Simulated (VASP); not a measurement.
Consider the following.

```
As
1.0
    3.57676    -1.87019    -0.02605
    3.57676     1.87019    -0.02605
    2.62143     0.00000     3.06914
As
2
Cartesian
  2.23629   0.00000   0.69023
  7.53866   0.00000   2.32681
```

Method: rev-vdW-DF2, VASP's PBE PAW potentials (set 64) (plane waves; VASP). Run with 520 eV cut-off, 12×12×12 Γ-centred mesh, first-order Methfessel-Paxton smearing of 0.10 eV, potentials As.

Task: The ions and cell shape at fixed volume are relaxed. Which structure does the run end with?

Result: 
```
As
1.0
    3.50499    -1.89225    -0.06153
    3.50499     1.89225    -0.06153
    2.53839     0.00000     3.07016
As
2
Direct
  0.23164   0.23164   0.23164
  0.76836   0.76836   0.76836
```
Space group R-3m (166), at a tolerance of 0.03 Å.

Task: How much energy does the relaxation gain?

Result: The energy (σ→0) changes by -7.8 meV/atom, in 5 ionic steps.

| step | E(σ→0) (eV) | max force (eV/Å) | pressure (GPa) | volume (Å³) |
|---|---|---|---|---|
| 1 | -6.7238 | 0.387 | 5.16 | 41.32 |
| 2 | -6.7351 | 0.089 | 4.09 | 41.32 |
| 3 | -6.7368 | 0.071 | 3.51 | 41.32 |
| 4 | -6.7389 | 0.032 | 3.35 | 41.32 |
| 5 | -6.7393 | 0.007 | 3.26 | 41.32 |

The compound is As in the a7 structure. This cell is one point of a volume scan, at 0.94 of the reference volume. Symmetry was kept, so distortions that lower it aren't found.
